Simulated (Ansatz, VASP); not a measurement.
# Cross-check of BN (3C polytype (invented)) between VASP and Ansatz

Wanted: the spread between two codes on one cell, functional and k mesh. The cell is taken from a series of runs on this material, whose earlier steps may have relaxed, scaled, displaced or heated it; both programs get it as it stands.

Main program and level: Ansatz 0.2.0; plane waves, with VASP 6.6.1 beside it; single point at r2SCAN.

### Step 1. Starting point

It takes space group F-43m (No. 216, cubic). The conventional cell has a = 3.609 Å, b = 3.609 Å, c = 3.609 Å, α = 90.00°, β = 90.00°, γ = 90.00°. B has 4 N at 1.56 Å nearest. Nearest to N lie 4 B at 1.56 Å. Farther neighbours and most contacts between anions are not listed.

Structure file:

```xyz
2
Lattice="0.0000 1.8044 1.8044 1.8044 0.0000 1.8044 1.8044 1.8044 0.0000" Properties=species:S:1:pos:R:3 pbc="T T T"
B     0.0000    0.0000    0.0000
N     2.7066    2.7066    2.7066
```

### Step 2. VASP: single point, r2SCAN

A single point gives forces, pressure and levels at one fixed geometry, so differences don't come from the geometry; what else differs is listed under the comparison.

Lines of VASP's logs that name or quote its potential files are left out, and so is its time.

Input file INCAR:

```
SYSTEM = BN
PREC = Accurate
ENCUT = 580
EDIFF = 1E-06
NELM = 120
ISMEAR = 0
SIGMA = 0.01
LREAL = .FALSE.
ALGO = Normal
METAGGA = R2SCAN
LASPH = .TRUE.
NBANDS = 10
LORBIT = 11
LWAVE = .FALSE.
LCHARG = .FALSE.
ISIF = 2
GGA_COMPAT = .FALSE.
EFERMI = MIDGAP
LMIXTAU = .TRUE.
```

Input file POSCAR:

```
BN
1.0
    0.0000000000      1.8043826694      1.8043826694
    1.8043826694      0.0000000000      1.8043826694
    1.8043826694      1.8043826694      0.0000000000
B N
1 1
Direct
    0.0000000000      0.0000000000      0.0000000000
    0.7500000000      0.7500000000      0.7500000000
```

Input file KPOINTS:

```
Automatic mesh
0
Gamma
10 10 10
0 0 0
```

PAW data sets: B and N (PBE family, release 64).

Command:

```console
mpirun -np 1 vasp_std
```

Numbers of over 12 decimals in the logs are rounded to 6 here.

The log of the run:

```text
[banner, memory and clock lines left out]
running    1 mpi-ranks, on    1 nodes
 distrk:  each k-point on    1 cores,    1 groups
 distr:  one band on    1 cores,    1 groups

 POSCAR found type information on POSCAR B N
 POSCAR found :  2 types and       2 ions
|                                                                             |
|               ----> ADVICE to this user running VASP <----                  |
|                                                                             |
|     You enforced a specific xc type in the INCAR file but a different       |
|     [... a line on the potential file left out ...]
|     I HOPE YOU KNOW WHAT YOU ARE DOING!                                     |
|                                                                             |

 LDA part: xc-table for (None), standard interpolation
 POSCAR, INCAR and KPOINTS ok, starting setup
 FFT: planning ... GRIDC
 FFT: planning ... GRID_SOFT
 FFT: planning ... GRID
 WAVECAR not read
 entering main loop
       N       E                     dE             d eps       ncg     rms          rms(c)
DAV:   1     0.109238182561E+02    0.10924E+02   -0.55837E+03   980   0.900E+02
DAV:   2    -0.218750817327E+02   -0.32799E+02   -0.31357E+02  1146   0.196E+02
DAV:   3    -0.224222139203E+02   -0.54713E+00   -0.54637E+00  1116   0.229E+01
DAV:   4    -0.224229178144E+02   -0.70389E-03   -0.70387E-03  1030   0.893E-01
DAV:   5    -0.224229185541E+02   -0.73973E-06   -0.73975E-06  1084   0.296E-02    0.664E+00
DAV:   6    -0.189065057004E+02    0.35164E+01   -0.16155E+00   994   0.905E+00    0.401E+00
DAV:   7    -0.194849125193E+02   -0.57841E+00   -0.10487E+00   942   0.754E+00    0.165E+00
DAV:   8    -0.180971672580E+02    0.13877E+01   -0.88760E-01   940   0.682E+00    0.180E+00
DAV:   9    -0.191702022810E+02   -0.10730E+01   -0.20268E-01   972   0.400E+00    0.439E-01
DAV:  10    -0.191757310414E+02   -0.55288E-02   -0.52363E-02   962   0.173E+00    0.161E-01
DAV:  11    -0.191697370857E+02    0.59940E-02   -0.51342E-03   946   0.908E-01    0.709E-02
DAV:  12    -0.191739535391E+02   -0.42165E-02   -0.18618E-03   964   0.457E-01    0.272E-02
DAV:  13    -0.191737427051E+02    0.21083E-03   -0.51303E-05  1054   0.706E-02    0.132E-02
DAV:  14    -0.191737876070E+02   -0.44902E-04   -0.56622E-06  1006   0.257E-02    0.102E-02
DAV:  15    -0.191737802342E+02    0.73728E-05   -0.41017E-06   982   0.226E-02    0.207E-03
DAV:  16    -0.191737844228E+02   -0.41886E-05   -0.54888E-07   638   0.750E-03    0.102E-03
DAV:  17    -0.191737826764E+02    0.17463E-05   -0.13752E-07   508   0.332E-03    0.846E-04
DAV:  18    -0.191737840834E+02   -0.14070E-05   -0.41791E-08   506   0.240E-03    0.352E-04
DAV:  19    -0.191737839997E+02    0.83675E-07   -0.37132E-09   504   0.550E-04
   1 F= -.19173784E+02 E0= -.19173784E+02  d E =0.000000E+00
```

From OUTCAR (step 2):

```text
ion  position               nearest neighbor table
   1  0.000  0.000  0.000-   2 1.56   2 1.56   2 1.56   2 1.56
   2  0.750  0.750  0.750-   1 1.56   1 1.56   1 1.56   1 1.56

  LATTYP: Found a face centered cubic cell.
 ALAT       =     3.6087653388

 Subroutine GETGRP returns: Found 24 space group operations
 (whereof 24 operations were pure point group operations)

The static configuration has the point symmetry T_d .

 Found     47 irreducible k-points:

   k-points           NKPTS =     47   k-points in BZ     NKDIM =     47   number of bands    NBANDS=     10

   dimension x,y,z NGX =    20 NGY =   20 NGZ =   20
   dimension x,y,z NGXF=    40 NGYF=   40 NGZF=   40

   ENCUT  =  580.0 eV  42.63 Ry    6.53 a.u.   5.01  5.01  5.01*2*pi/ulx,y,z

   NELECT =       8.0000    total number of electrons

 k-points in reciprocal lattice and weights: Automatic mesh
   0.00000000  0.00000000  0.00000000       0.001
   0.10000000  0.00000000  0.00000000       0.008
   0.20000000  0.00000000  0.00000000       0.008
   0.30000000  0.00000000  0.00000000       0.008
   0.40000000  0.00000000  0.00000000       0.008
   0.50000000  0.00000000  0.00000000       0.004
   0.10000000  0.10000000  0.00000000       0.006
   0.20000000  0.10000000  0.00000000       0.024
   0.30000000  0.10000000  0.00000000       0.024
[...]
-0.30000000  0.40000000  0.20000000       0.024
  -0.30000000  0.50000000  0.20000000       0.012

 average (electrostatic) potential at core
       1 -25.8979       2 -63.2148

 E-fermi :   9.7971

 k-point     1 :       0.0000    0.0000    0.0000
  band No.  band energies     occupation
      1     -14.0455      2.00000
      2       7.3059      2.00000
      3       7.3059      2.00000
      4       7.3059      2.00000
      5      16.8579      0.00000
      6      16.8579      0.00000
      7      16.8579      0.00000
      8      18.4579      0.00000
      9      33.5411      0.00000
    ...

 k-point     2 :       0.1000    0.0000    0.0000
  band No.  band energies     occupation
      1     -13.7930      2.00000
      2       5.9751      2.00000
      3       7.0423      2.00000
      4       7.0423      2.00000
      5      17.1546      0.00000
      6      17.2631      0.00000
      7      17.2631      0.00000
      8      19.2882      0.00000
      9      33.2372      0.00000
    ...

 k-point     3 :       0.2000    0.0000    0.0000
  band No.  band energies     occupation
      1     -13.0504      2.00000
      2       3.1285      2.00000
      3       6.4481      2.00000
      4       6.4481      2.00000
      5      17.5284      0.00000
      6      18.1007      0.00000
      7      18.1007      0.00000
      8      21.0760      0.00000
      9      32.0662      0.00000
    ...

  Total        0.1109988      0.1109988      0.1109988     -0.0000000     -0.0000000      0.0000000
  in kB       15.1360655     15.1360655     15.1360655     -0.0000000     -0.0000000      0.0000000
  external PRESSURE =      15.1360655 kB  Pullay stress =       0.0000000 kB

  energy-cutoff  :      580.00
  volume of cell :       11.75
      direct lattice vectors                 reciprocal lattice vectors
     0.000000000  1.804382669  1.804382669    -0.277103083  0.277103083  0.277103083
     1.804382669  0.000000000  1.804382669     0.277103083 -0.277103083  0.277103083
     1.804382669  1.804382669  0.000000000     0.277103083  0.277103083 -0.277103083

 POSITION                                       TOTAL-FORCE (eV/Angst)
 -----------------------------------------------------------------------------------
      0.00000      0.00000      0.00000         0.000000     -0.000000      0.000000
      2.70657      2.70657      2.70657        -0.000000      0.000000     -0.000000
 -----------------------------------------------------------------------------------
    total drift:                               -0.000000     -0.000000     -0.000000

  FREE ENERGIE OF THE ION-ELECTRON SYSTEM (eV)
  ---------------------------------------------------
  free  energy   TOTEN  =       -19.1737839997 eV

  energy  without entropy=      -19.1737839997  energy(sigma->0) =      -19.17378400

 total charge
# of ion       s       p       d       tot
------------------------------------------
    1        0.682   1.345   0.000   2.027
    2        1.226   2.795   0.000   4.021
--------------------------------------------------
tot          1.909   4.140   0.000   6.049

[... 3 further parts left out ...]
```

The run ends at a pressure of 1.51 GPa.

### Step 3. Ansatz: single point, r2SCAN

Ansatz runs on its PAW soft_1 files.

The same cell, functional, mesh and smearing now go to Ansatz.

Input file input.yaml:

```yaml
crystal:
  lattice:
    - [0.0, 1.8043826694, 1.8043826694]
    - [1.8043826694, 0.0, 1.8043826694]
    - [1.8043826694, 1.8043826694, 0.0]
  atoms:
    - { symbol: B, position: [0.0, 0.0, 0.0] }
    - { symbol: "N", position: [0.75, 0.75, 0.75] }
kpoints:
  mp_grid: { grid: [10, 10, 10] }
hamiltonian:
  xc: r2scan
  pseudopotentials: { kind: paw, azcp: { folder: soft_1 } }
scf:
  occupations: { method: gaussian, width: 0.01 }
  n_extra_bands: 8
output:
  eigenvalues: true
  eigenstates:
    kpoints:
      - [0.0, -0.5, -0.5]
      - [0.0, -0.497702589, -0.497702589]
      - [0.002297411, -0.5, -0.497702589]
      - [0.002297411, -0.497702589, -0.5]
      - [0.001624515, -0.498375485, -0.49675097]
      - [-0.001624515, -0.498375485, -0.5]
      - [0.001624515, -0.49675097, -0.498375485]
      - [-0.001624515, -0.5, -0.498375485]
      - [0.00324903, -0.498375485, -0.498375485]
      - [0.0, -0.501624515, -0.498375485]
      - [0.002652822, -0.497347178, -0.497347178]
      - [0.0, -0.5, -0.497347178]
      - [0.0, -0.497347178, -0.5]
      - [0.002652822, -0.5, -0.5]
      - [0.0, -0.502297411, -0.502297411]
      - [-0.002297411, -0.5, -0.502297411]
      - [-0.002297411, -0.502297411, -0.5]
      - [-0.001624515, -0.501624515, -0.50324903]
      - [0.001624515, -0.501624515, -0.5]
      - [-0.001624515, -0.50324903, -0.501624515]
      - [0.001624515, -0.5, -0.501624515]
      - [-0.00324903, -0.501624515, -0.501624515]
      - [0.0, -0.498375485, -0.501624515]
      - [-0.002652822, -0.502652822, -0.502652822]
      - [0.0, -0.5, -0.502652822]
      - [0.0, -0.502652822, -0.5]
      - [-0.002652822, -0.5, -0.5]
      - [0.0, -0.491384707, -0.491384707]
      - [0.008615293, -0.5, -0.491384707]
      - [0.008615293, -0.491384707, -0.5]
      - [0.006091932, -0.493908068, -0.487816136]
      - [-0.006091932, -0.493908068, -0.5]
      - [0.006091932, -0.487816136, -0.493908068]
      - [-0.006091932, -0.5, -0.493908068]
      - [0.012183864, -0.493908068, -0.493908068]
      - [0.0, -0.506091932, -0.493908068]
      - [0.009948083, -0.490051917, -0.490051917]
      - [0.0, -0.5, -0.490051917]
      - [0.0, -0.490051917, -0.5]
      - [0.009948083, -0.5, -0.5]
      - [0.0, -0.508615293, -0.508615293]
      - [-0.008615293, -0.5, -0.508615293]
      - [-0.008615293, -0.508615293, -0.5]
      - [-0.006091932, -0.506091932, -0.512183864]
      - [0.006091932, -0.506091932, -0.5]
      - [-0.006091932, -0.512183864, -0.506091932]
      - [0.006091932, -0.5, -0.506091932]
      - [-0.012183864, -0.506091932, -0.506091932]
      - [0.0, -0.493908068, -0.506091932]
      - [-0.009948083, -0.509948083, -0.509948083]
      - [0.0, -0.5, -0.509948083]
      - [0.0, -0.509948083, -0.5]
      - [-0.009948083, -0.5, -0.5]
      - [0.0, 0.0, 0.0]
      - [0.0, 0.002297411, 0.002297411]
      - [0.002297411, 0.0, 0.002297411]
      - [0.002297411, 0.002297411, 0.0]
      - [0.001624515, 0.001624515, 0.00324903]
      - [-0.001624515, 0.001624515, 0.0]
      - [0.001624515, 0.00324903, 0.001624515]
      - [-0.001624515, 0.0, 0.001624515]
      - [0.00324903, 0.001624515, 0.001624515]
      - [0.0, -0.001624515, 0.001624515]
      - [0.002652822, 0.002652822, 0.002652822]
      - [0.0, 0.0, 0.002652822]
      - [0.0, 0.002652822, 0.0]
      - [0.002652822, 0.0, 0.0]
      - [0.0, -0.002297411, -0.002297411]
      - [-0.002297411, 0.0, -0.002297411]
      - [-0.002297411, -0.002297411, 0.0]
      - [-0.001624515, -0.001624515, -0.00324903]
      - [0.001624515, -0.001624515, 0.0]
      - [-0.001624515, -0.00324903, -0.001624515]
      - [0.001624515, 0.0, -0.001624515]
      - [-0.00324903, -0.001624515, -0.001624515]
      - [0.0, 0.001624515, -0.001624515]
      - [-0.002652822, -0.002652822, -0.002652822]
      - [0.0, 0.0, -0.002652822]
      - [0.0, -0.002652822, 0.0]
      - [-0.002652822, 0.0, 0.0]
      - [0.0, 0.008615293, 0.008615293]
      - [0.008615293, 0.0, 0.008615293]
      - [0.008615293, 0.008615293, 0.0]
      - [0.006091932, 0.006091932, 0.012183864]
      - [-0.006091932, 0.006091932, 0.0]
      - [0.006091932, 0.012183864, 0.006091932]
      - [-0.006091932, 0.0, 0.006091932]
      - [0.012183864, 0.006091932, 0.006091932]
      - [0.0, -0.006091932, 0.006091932]
      - [0.009948083, 0.009948083, 0.009948083]
      - [0.0, 0.0, 0.009948083]
      - [0.0, 0.009948083, 0.0]
      - [0.009948083, 0.0, 0.0]
      - [0.0, -0.008615293, -0.008615293]
      - [-0.008615293, 0.0, -0.008615293]
      - [-0.008615293, -0.008615293, 0.0]
      - [-0.006091932, -0.006091932, -0.012183864]
      - [0.006091932, -0.006091932, 0.0]
      - [-0.006091932, -0.012183864, -0.006091932]
      - [0.006091932, 0.0, -0.006091932]
      - [-0.012183864, -0.006091932, -0.006091932]
      - [0.0, 0.006091932, -0.006091932]
      - [-0.009948083, -0.009948083, -0.009948083]
      - [0.0, 0.0, -0.009948083]
      - [0.0, -0.009948083, 0.0]
      - [-0.009948083, 0.0, 0.0]
basis:
  ecutwfc: 600.0
checkpoint:
  read: start.run
  write: ck
  compress: false
  write_wavefunctions: false
  write_every: 100000
```

Command:

```console
ansatz run input.yaml --threads 4 --pin off --max-ram 9216MiB --backend cpu --events-out ev --progress --plain --runs-dir out
```

The log of the run:

```text
scf.n_extra_bands = 8 over 4 filled bands (N_el = 8.0): the run solves 12 bands
Engine: ansatz 0.2.0, x86_64-unknown-linux-gnu
Pseudopotentials: kind: paw
Pseudopotential: B, paw, valence charge 3, recommended cutoff 500 eV (meta_gga), soft_1/B.paw.azcp
Pseudopotential: N, paw, valence charge 5, recommended cutoff 500 eV (meta_gga), soft_1/N.paw.azcp
Functional definition: r2SCAN
  parameter k0 = 0.174
  parameter k1 = 0.065
  parameter a1 = 4.9479
  exchange = r2scan_x(k0 = k0, k1 = k1, a1 = a1)
  correlation = r2scan_c
Crystal: 2 atoms, lattice volume = 11.749 Å³
Basis set: ecut = 600 eV, 387 PW (Γ), exchange–correlation on 96×96×96 points (64 copies of the dense FFT grid, shifted against one another)
Bands: 12, of which v1, the nominal top of the filled ones, is band 4 counted from 1 (3 counted from 0)
Symmetry: 24 space group operations
Space group: F-43m (ITA 216), of the structure as read, at distance tolerance 2.3e-5 Å
k-points: 47 of 1000 (time reversal used)
Non-local potential: B, projectors of the file, l = 0: 2, l = 1: 2, l = 2: 1
Non-local potential: N, projectors of the file, l = 0: 2, l = 1: 2, l = 2: 1
PAW form: soft (Blöchl's): semilocal exchange-correlation on the pseudo side does not see the compensation charge
PAW frozen core: B, regenerated for the run's functional (the file was generated under x = pbe(κ = 0.804, μ = 0.219515), c = pbe(β = 0.066725))
PAW frozen core: N, regenerated for the run's functional (the file was generated under x = pbe(κ = 0.804, μ = 0.219515), c = pbe(β = 0.066725))
PAW one-centre angular grid: B, 302 points (default); XC on 223 of its mesh's 2233 points in the sphere
PAW one-centre angular grid: N, 302 points (default); XC on 160 Gauss nodes
Initial density: read from a saved state, or passed on in memory by an earlier SCF of this step, an earlier step, the calling program or the single point that the run made first
Initial wavefunctions: pseudopotential atomic-orbital guess
Functional: x = r2scan, c = r2scan; τ floored in thin density (d = 2e-4 eV/Å³)
iter 1 solved again at ethr=3.74e-9 eV; its pass at ethr=3.10e-3 eV (dr2=2.99e-7 eV) is discarded
SCF iter   1: F=—  HF=-544.011368 eV  |F-HF|=—  |Δ(HF+E_count)|=         —  Δρ=6.17e-8  dr2=3.55e-13  dr2_τ=6.40e-14  ethr=3.74e-9  ⟨swp⟩=3.0  Hψ=5080  notcnv=0
eigensolver tolerance schedule: the retry pair's looser diagonalisation over-reported the residual by 843889.44 of it (diagonalisation noise at an unbounded share of the residual, at the tolerance the schedule requests for it); recorded, not acted on — ethr = c·dr2/N_el stays at c = 1.0e-1
preconditioner: auto → none  [insulator: Δε(μ)=4.994 eV  Ē_g=28.749 eV  σ=0.010 eV  W_gap=1.00  n_scr=0 (ndim 8)  ℏωp=30.6 eV  f_vac=0.000  D(μ)=0.00/eV (n_scr^D=0)  ε∞_Penn≈2.1]
SCF iter   2: F=-544.011368 eV  HF=-544.011368 eV  |F-HF|=2.27e-13  |Δ(HF+E_count)|=  1.11e-10  Δρ=4.60e-8  dr2=1.39e-13  dr2_τ=6.99e-14  ethr=1.00e-12  ⟨swp⟩=2.5  Hψ=1188  notcnv=0
SCF 1 converged in 2 iterations: F = -544.011368 eV  dr2 = 1.39e-13
  greatest PAW one-centre occupation: 0.800 electrons in one spin orbital (limit 2), on the N atom at site 1 (counted from 0), in its partial waves of l = 0
NSCF: frozen V_eff on 106 k-points
SCF converged after 2 iterations
Free energy (F): -544.011368 eV
Harris-Foulkes:  -544.011368 eV  (|F-HF|=2.27e-13)
Internal energy: -544.011368 eV  (E = F + TS)
E sigma→0 (E₀):  -544.011368 eV
Fermi energy:    13.578414 eV
--- Per-component energies (eV) ---
  E_band       = 22.289895
  E_kinetic    = 184.254723
  E_local      = -158.373335  (includes V_loc(G=0)·N_el)
  E_nonlocal   = 41.603116
  E_hartree    = 49.415029
  E_xc         = -92.018244
  E_vxc        = -126.682203  (∫ρ·V_xc dr)
  E_paw        = -209.840868  (= ΣΔE_a)
  E_vpaw       = -24.250992  (= ΣTr[D̂ρ^β])
  E_aug_tail   = 0.000029  (compensation charges beyond the density's cutoff)
  E_vtau       = 6.908500  (kinetic-family band-sum trace: ∫τ·v_τ [+ j·A + Jᵃ·Aᵃ] dr)
  E_ewald      = -359.003811
  E_core_change = -0.048007  (= ΣΔE_core)
  E_smearing   = -0.000000  (= −TS)
  E_closure    = 0.000000  (closes the sum)
  Σ components = -544.011368   (vs F -544.011368, Δ=0.00e0)
--- Band table (eV; the first three rows and the last of 47) ---
  k-point 0: bands = [-10.2704, 11.0812, 11.0812, 11.0812, 20.6622, 20.6622, 20.6622, 22.1813, ... 4 higher]
  k-point 1: bands = [-10.0177, 9.7508, 10.8183, 10.8183, 20.9427, 21.0668, 21.0668, 23.0294, ... 4 higher]
  k-point 2: bands = [-9.2752, 6.9052, 10.2248, 10.2248, 21.2977, 21.9037, 21.9037, 24.8393, ... 4 higher]
  k-point 46: bands = [-4.2640, 2.7791, 4.2157, 4.5044, 20.5679, 24.9688, 26.2818, 28.2472, ... 4 higher]
```

### Step 4. Differences

Known differences besides the potentials themselves: VASP keeps PBE cores, Ansatz makes them for the functional; the cutoff is 600 eV in Ansatz and 580 eV in VASP. Total energies have different zeros and are not compared.

Both answers:

```
              quantity  Ansatz   VASP  difference
gap on the k mesh (eV)   4.994  4.982      +0.012
```

A gap on the mesh is an upper bound, since the band edges may lie between its points.

### Step 5. Summary of results

- difference in gap on the k mesh (single point, r2SCAN): 0.012 eV

The difference in gap on the k mesh is 0.012 eV (single point, r2SCAN), within the 0.08 eV picked in this series as the mark of a large difference. How closely two codes agree says nothing of how well the functional describes the real material.

[Lines on the potential files, build, host, timing and source positions are cut from VASP's logs without a mark.]

[Logs are printed without paths, hosts, clocks, repeated set-up lines and the standing remarks that a program may print on its own settings, such as how far it seeks lower states.]

[Hosts, paths, dates, database ids (printed as entryN), source tags and the programs' standing remarks are cut or masked in the printed files.]
